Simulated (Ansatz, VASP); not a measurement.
TlO2: VASP beside Ansatz

Contents of INCAR:

```
PREC = Accurate
ENCUT = 600
EDIFF = 1E-6
ISMEAR = 0
SIGMA = 0.1
LREAL = F
LASPH = T
NELM = 100
ALGO = Normal
ISIF = 3
LWAVE = F
LCHARG = F
GGA = PE
IBRION = 2
NSW = 90
EDIFFG = -0.04
```

File KPOINTS:

```
regular mesh
0
Gamma
  6 6 6
```

File POSCAR:

```
TlO2
1.0
    4.3356296800      0.0000000000      0.0000000000
   -2.1678148400      3.7547654400      0.0000000000
    0.0000000000      0.0000000000      3.0322754900
Tl O
1 2
Direct
    0.0000000000      0.0000000000      0.0000000000
    0.3333333300      0.6666666700      0.4199999900
    0.6666666700      0.3333333300      0.5800000100
```

Input for Ansatz:

```yaml
crystal:
  lattice:
    - [4.33562968, 0.0, 0.0]
    - [-2.16781484, 3.75476544, 0.0]
    - [0.0, 0.0, 3.03227549]
  atoms:
    - { symbol: Tl, position: [0.0, 0.0, 0.0] }
    - { symbol: O, position: [0.33333333, 0.66666667, 0.41999999] }
    - { symbol: O, position: [0.66666667, 0.33333333, 0.58000001] }
basis:
  ecutwfc: 420
kpoints:
  mp_grid: { grid: [6, 6, 6] }
hamiltonian:
  xc: pbe
scf:
  occupations: { method: gaussian, width: 0.1 }
  lower_state_search: "off"
output:
  forces: true
  stress: true
  eigenvalues: true
relax:
  adjacent_minimum: "off"
  f_tol: 0.04
  max_steps: 70
  cell: { stress_tol: 0.4 }
```

Change from the starting cell: species swapped into the TmCd2 type (P-3m1, No. 164).

Alike in both runs: task relaxation of cell and atoms; functional PBE; k mesh 6 × 6 × 6; occupations gaussian, width 0.1 eV; no spin polarisation.

|  | VASP | Ansatz |
| --- | --- | --- |
| version | VASP 6.6.1 | Ansatz 0.2.0 |
| potentials or method | VASP PAW PBE potentials, release 64 (Tl_d, O) | scalar-relativistic, plane waves, PAW |
| plane-wave cutoff (eV) | 600 | 420 |
| valence electrons in the cell | 25 | 25 |

```csv
,VASP,Ansatz,Ansatz less VASP
"gap on the k mesh at the Fermi level, each at its own relaxed structure (eV)",none,none,-
relaxed volume (Å³/atom),13.74,14.19,+0.453
relaxed cell length with the largest relative difference (Å),3.839,4.000,+0.1609
energy change over the relaxation (meV/atom),-880,-900,-19.7
```

A gap of «none» marks a metal or a gap that the smearing closes.

Caveats: the volume moved by over 15 % at a fixed basis, so the end points are rough (VASP); an odd number of electrons without spin polarisation forces a metal; a magnetic or distorted state may lie lower. Spin-orbit coupling is left out, which matters for the levels of Tl.
